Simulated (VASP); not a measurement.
The system is Cu.

```
Cu
1.0
     0.00000    1.80750    1.80750
     1.80750    0.00000    1.80750
     1.80750    1.80750    0.00000
Cu
1
Direct
  0.00000 0.00000 0.00000
```

- Program: VASP 6.6.1
- Task: relaxation of cell and atoms
- Functional: PBE
- Dispersion: D3(BJ)
- Potentials or basis: VASP PAW PBE potentials, release 64 (Cu)
- Cutoff: 600 eV
- k mesh: 18 × 18 × 18
- Occupations: methfessel-paxton, width 0.1 eV
- Spin: no spin polarisation

At the start: pressure -5.6 GPa; volume 11.81 Å³/atom.

Question: Where does the relaxation end?

Answer: Over 3 steps the energy falls by 8.4 meV/atom and the volume is 11.36 Å³/atom (-3.9 %); space group Fm-3m (No. 225, to 0.05 Å).

The path:
| step | energy change (eV) | largest force (eV/Å) | pressure (GPa) | volume (Å³) |
| --- | --- | --- | --- | --- |
| 1 | 0.0000 | 0.0000 | -5.65 | 11.81 |
| 2 | -0.0057 | 0.0000 | 3.79 | 11.11 |
| 3 | -0.0084 | 0.0000 | 0.01 | 11.36 |

Final structure:
```xyz
1
Lattice="0.0000 1.7840 1.7840 1.7840 0.0000 1.7840 1.7840 1.7840 0.0000" Properties=species:S:1:pos:R:3 pbc="T T T"
Cu    0.0000    0.0000    0.0000
```

Caveat: pairwise dispersion overbinds metals, which lowers pressure and volume.
